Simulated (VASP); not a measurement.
# Pressure and energy of tetragonal LaC₂ (I4/mmm) against cell volume with r2SCAN + rVV10

LaC₂ is built from lanthanum ions and C₂ dumbbells that stand along the tetragonal axis. In a simple ionic count lanthanum gives up three electrons, the dumbbell takes two, and the third goes into a band of mixed lanthanum and carbon character, which makes the compound a metal. The question is how pressure and energy change when this cell is scaled evenly about its equilibrium volume. The answer gives the stiffness under even scaling, an upper bound to the bulk modulus under hydrostatic pressure, which enters thermal expansion and the stress in a coated grain. Volume is counted from the fitted minimum at 16.94 Å³ per atom, energy from the lowest point of the series, and positive pressure means a compressed cell. The lattice is static, without thermal or zero-point motion.

## Computational details

A cell from a diffraction database, relaxed at this level and then scaled evenly, fractional positions kept. VASP 6.6.1, plane waves with PAW, r2SCAN + rVV10, cutoff 520 eV, k mesh 7×7×7, no spin polarisation, no spin-orbit coupling, static lattice. A Birch-Murnaghan fit to the energies has its minimum at 16.94 Å³ per atom.

Notes on method and selection:

- The pressure is that of a finite plane-wave basis, so it need not vanish exactly at the minimum of the energy.
- Only series whose fit has its minimum inside the range and an error under 0.5 meV per atom are shown.
- Where rows or columns differ in functional or spin-orbit coupling, non-spherical gradient terms in the PAW spheres (LASPH) may be on in some and off in others.
- Runs that did not converge, have known faults or may not be shown are not listed, and runs on Ansatz's PAW sets soft_1 and soft_2 are kept to separate tables.

Columns:

- volume change (%): volume relative to the fitted equilibrium volume.
- pressure (GPa): pressure from the stress tensor (positive: compressed).
- energy (meV/atom): energy per atom above the lowest point of the series.

Input lines of one member:

```
PREC = Accurate
ENCUT = 520
EDIFF = 1E-06
NELM = 100
ISMEAR = 0
SIGMA = 0.05
LREAL = .FALSE.
ALGO = Normal
METAGGA = R2SCAN
LUSE_VDW = .TRUE.
IVDW_NL = 2
BPARAM = 11.95
CPARAM = 0.0093
LASPH = .TRUE.
NBANDS = 15
```

Command (options for logging and memory left out): `mpirun -np 2 vasp_std`

## Numbers

| member | volume change (%) | pressure (GPa) | energy (meV/atom) |
| --- | --- | --- | --- |
| 15.91 Å³ | −6.06 | 9.07 | 27.7 |
| 16.25 Å³ | −4.06 | 5.72 | 12.0 |
| 16.59 Å³ | −2.06 | 2.71 | 3.0 |
| 16.93 Å³ | −0.06 | 0.00 | 0.0 |
| 17.27 Å³ | 1.94 | −2.43 | 2.5 |
| 17.61 Å³ | 3.94 | −4.67 | 9.9 |
| 17.94 Å³ | 5.93 | ? | ? |

Cells marked ? are withheld until the estimate has been made.

Least-squares fits to the members shown, with x = volume change (%); R² and errors in the fitted variable (y, or ln y where the fit is in ln y):

| y | members | fit | R² | rms residual | leave-one-out rms | the same for the mean of the others |
| --- | --- | --- | --- | --- | --- | --- |
| pressure (GPa) | 6 | y = −0.08868 − 1.295 x + 0.03513 x² | 1.00 | 0.025 | 0.080 | 5.6 |
| energy (meV/atom) | 6 | y = −0.2427 − 0.1929 x + 0.7210 x² | 1.00 | 0.32 | 1.0 | 11 |

## Why the values move as they do

The pressure falls at every step of expansion, from 9.07 GPa at −6.06 % to −4.67 GPa at 3.94 %, and it falls ever more slowly. Between the two smallest cells the slope is (5.72 − 9.07) / 2.00 = −1.68 GPa per %; between 17.27 and 17.61 Å³ it is (−4.67 + 2.43) / 2.00 = −1.12 GPa per %. The usual reason is the short range of the repulsion between overlapping electron shells, which stiffens a solid quickly on compression and fades on expansion, while the electrostatic attraction changes more gently. Here the C–C bonds, which also stiffen when shortened and soften when stretched, act in the same direction.

The energy shows the same asymmetry: 12.0 meV/atom at −4.06 % against 9.9 meV/atom at 3.94 %, though part of this difference comes from the slightly larger distance from the minimum on the compressed side. The two columns are tied by P = −dE/dV. From 16.25 to 15.91 Å³ the mean pressure is (5.72 + 9.07) / 2 = 7.395 GPa and the volume falls by 16.25 − 15.91 = 0.34 Å³ per atom. The work is then 7.395 × 0.34 × 6.24 = 15.7 meV/atom (6.24 converts GPa Å³ to meV), equal to the tabled rise of 27.7 − 12.0 = 15.7 meV/atom.

Across the minimum the slope is −(2.71 + 2.43) / 4.00 = −1.285 GPa per %, a bulk modulus of about 129 GPa. This is the stiffness under even scaling, not under hydrostatic pressure. The C–C pairs are forced to change length with the cell, although their strong bonds resist it, and the stress along the tetragonal axis becomes much larger than that in the plane. The tabled pressure averages these unequal components. If the carbon positions and the axial ratio could relax at each volume, the energy away from the minimum would be lower and the modulus smaller.

At −0.06 % a pressure of about +0.08 GPa would be expected from this slope, while the table has 0.00. An offset of this size is compatible with the finite plane-wave basis.

## Prediction

Plain estimates from the members shown:

- 17.94 Å³, fit at x = 5.93: −6.53 GPa (an extrapolation)

The quadratic fit gives −6.53 GPa at 17.94 Å³, but a parabola has constant curvature. The successive pressure steps in the table are 5.72 − 9.07 = −3.35, 2.71 − 5.72 = −3.01, −2.71, −2.43 and −4.67 + 2.43 = −2.24 GPa, and their changes shrink from 3.35 − 3.01 = 0.34 to 2.43 − 2.24 = 0.19 GPa. The parabola therefore flattens too early on the expanded side, and the pressure should lie below its value.

A second-order Birch-Murnaghan form with a constant basis offset follows this change of curvature: P = B g + P₀, with g = (3/2) (η⁷ − η⁵) and η = (1 + x/100)^(−1/3). The prefactor is 3 / 2 = 1.5, and this order of the form fixes the pressure derivative of the modulus at 4. The volumes relative to equilibrium are 1 − 6.06 / 100 = 0.9394, 1 + 1.94 / 100 = 1.0194, 1 + 3.94 / 100 = 1.0394 and 1 + 5.93 / 100 = 1.0593. For 15.91 Å³, g is 1.5 × (0.9394^(−7/3) − 0.9394^(−5/3)) = 0.07085; for 17.61 Å³ it is 1.5 × (1.0394^(−7/3) − 1.0394^(−5/3)) = −0.03577; for 17.94 Å³ it is 1.5 × (1.0593^(−7/3) − 1.0593^(−5/3)) = −0.05134. The two outermost shown rows give B = (9.07 + 4.67) / (0.07085 + 0.03577) = 128.9 GPa and P₀ = 9.07 − 128.9 × 0.07085 = −0.06 GPa. The four rows between them are then met within about 0.03 GPa.

As a trial, the constants were taken from 15.91 and 17.27 Å³ only, where g is 0.07085 and 1.5 × (1.0194^(−7/3) − 1.0194^(−5/3)) = −0.01849: B = (9.07 + 2.43) / (0.07085 + 0.01849) = 128.7 GPa and P₀ = 9.07 − 128.7 × 0.07085 = −0.05 GPa. At 17.61 Å³ they give −128.7 × 0.03577 − 0.05 = −4.65 GPa, against −4.67 GPa in the table. For the withheld member the result is −128.9 × 0.05134 − 0.06 = −6.68 GPa. No further shift is made for the stretched C–C pairs, since the same even scaling already shapes the rows that set B. The error is put at 0.05 GPa, somewhat above the misses inside the range because the point lies outside it.

**Committed estimate, 17.94 Å³: pressure = −6.68 ± 0.05 GPa.**

## The withheld result

| member | volume change (%) | pressure (GPa) | energy (meV/atom) |
| --- | --- | --- | --- |
| 17.94 Å³ | 5.93 | −6.70 | 21.8 |

| member | estimate | pressure (GPa) | computed | estimate − computed | miss in error bars |
| --- | --- | --- | --- | --- | --- |
| 17.94 Å³ | committed | −6.68 | −6.70 | +0.02 | 0.4 |
| 17.94 Å³ | fit | −6.53 | −6.70 | +0.17 |  |

The computed pressure at 17.94 Å³ is −6.70 GPa. The estimate of −6.68 ± 0.05 GPa missed it by 0.02 GPa, inside the error bar, while the quadratic fit to the six rows missed by 0.17 GPa.

The argument about curvature held: a parabola carries the bending of the compressed side too far into expansion, and the Birch-Murnaghan form with a constant offset corrects this with the right sign and nearly the right size. Leaving out a separate shift for the stretched C–C pairs also did no harm.

The last slope is (−6.70 + 4.67) / (5.93 − 3.94) = −1.02 GPa per %, against −1.68 GPa per % between the two smallest cells. The solid thus goes on softening smoothly as it expands, as expected when short-range repulsion fades. The agreement supports the smooth form of the curve, but does not separate the share of the C–C bonds from that of the contacts between lanthanum and carbon.

## Outliers

Least-squares fits to the whole series, with x = volume change (%); R² and errors in the fitted variable (y, or ln y where the fit is in ln y):

| y | members | fit | R² | rms residual | leave-one-out rms | the same for the mean of the others |
| --- | --- | --- | --- | --- | --- | --- |
| pressure (GPa) | 7 | y = −0.07327 − 1.304 x + 0.03263 x² | 1.00 | 0.039 | 0.10 | 6.1 |
| energy (meV/atom) | 7 | y = −0.04378 − 0.3131 x + 0.6887 x² | 1.00 | 0.50 | 1.3 | 11 |

Largest departures from the fit to the whole series:

| member | pressure (GPa) | fit | computed − fit | in rms residuals |
| --- | --- | --- | --- | --- |
| 17.27 Å³ | −2.43 | −2.48 | +0.05 | 1.3 |
| 15.91 Å³ | 9.07 | 9.03 | +0.04 | 1.1 |
| 17.94 Å³ | −6.70 | −6.66 | −0.04 | 1.1 |
| 16.59 Å³ | 2.71 | 2.75 | −0.04 | 1.1 |

None of the seven rows stands out: the largest departure from the quadratic fit is 0.05 GPa, or 1.3 rms residuals. The four largest alternate in sign along the series, positive at 15.91 and 17.27 Å³ and negative at 16.59 and 17.94 Å³. This is the pattern left by a missing cubic term, so it belongs to the fitted form and not to the chemistry of single cells.

## Conclusions

Between −6.06 and 5.93 %, the Birch-Murnaghan form, with two constants set by the pressures and the equilibrium volume taken from the energy fit, gives the pressure of this evenly scaled cell to about 0.03 GPa. The quadratic fit, with three constants adjusted to all seven rows, still departs by up to 0.05 GPa.

In practice, a lattice error of 1 % in every direction changes the volume by about 3 %, and near the minimum the mean pressure by 3 × 1.285 = 3.9 GPa. Cell lengths therefore have to be well converged before a small stress is interpreted.

Two omitted effects are likely to matter more than the scatter of the fit. Thermal and zero-point motion would add a positive pressure and enlarge the equilibrium cell. This pressure is roughly the Grüneisen parameter times the vibrational energy per volume. With a parameter of about 1 and an assumed energy of about 100 meV per atom at room temperature, it is 100 / (16.94 × 6.24) = 0.9 GPa, good only to the order of magnitude. Relaxing the carbon positions and the axial ratio would lower the modulus. The strongly unequal stresses suggest that this reduction is not negligible, but its size does not follow from the mean pressure.

[Logs are printed without paths, hosts, clocks, repeated set-up lines and the standing remarks that a program may print on its own settings, such as how far it seeks lower states.]
